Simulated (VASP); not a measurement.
Here is the system:

```xyz
4
Lattice="3.2220 0.0000 0.0000 -1.6110 2.7903 0.0000 0.0000 0.0000 10.3667" Properties=species:S:1:pos:R:3 pbc="T T T"
Sc     0.0000     0.0000     0.0000
Sc     0.0000     0.0000     5.1834
Sc     0.0000     1.8602     2.5917
Sc     1.6110     0.9301     7.7750
```

Calculation: PBE GGA, VASP's PBE PAW potentials (set 64) (plane waves; VASP). Run with 300 eV cut-off, 8×8×3 Γ-centred mesh, Fermi-Dirac smearing of 0.10 eV, potentials Sc_sv.

At this cut-off the stress carries a Pulay error, which pulls relaxed volumes low.

Give the stress tensor in GPa (positive for a compressed cell).

```
3.12  0.00  0.00
0.00  3.12  0.00
0.00  0.00  2.57
```
The pressure is its mean diagonal, 2.93 GPa.

The structure was generated: Sc was put into an ordered model structure, which need not be its known phase. The cell was not relaxed at this level. VASP warned that the highest band is occupied, so more bands are needed.
